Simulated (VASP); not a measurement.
Data:

```
CELL_PARAMETERS angstrom
      0.00000     3.00465     3.00465
      3.00465     0.00000     3.00465
      3.00465     3.00465     0.00000
ATOMIC_POSITIONS crystal
  Cu 0.00000 0.00000 0.00000
  I  0.25000 0.25000 0.25000
```

Level of theory: r2SCAN meta-GGA, VASP's PBE PAW potentials (set 64) (plane waves; VASP). Settings: 400 eV cut-off, 7×7×7 Γ-centred mesh, Gaussian smearing of 0.050 eV, potentials Cu I.

Unless said otherwise, spin-orbit coupling is left out, though it shifts the bands of the heavy elements here.

**Question.** What does the run give for the energy per atom (σ→0), band gap (on the k-mesh) with the smallest direct gap where there is one?

**Answer.** 
```
Quantity                                       Value
-----------------------------------  ---------------
band gap (on the k-mesh)                     1.69 eV
smallest direct gap (on the k-mesh)          1.69 eV
energy per atom (σ→0)                -17.895 eV/atom
```

Only differences to runs with the same potentials and settings are physical.

The compound is CuI in the zinc blende structure. It was relaxed first. The start is the result of an earlier pass.
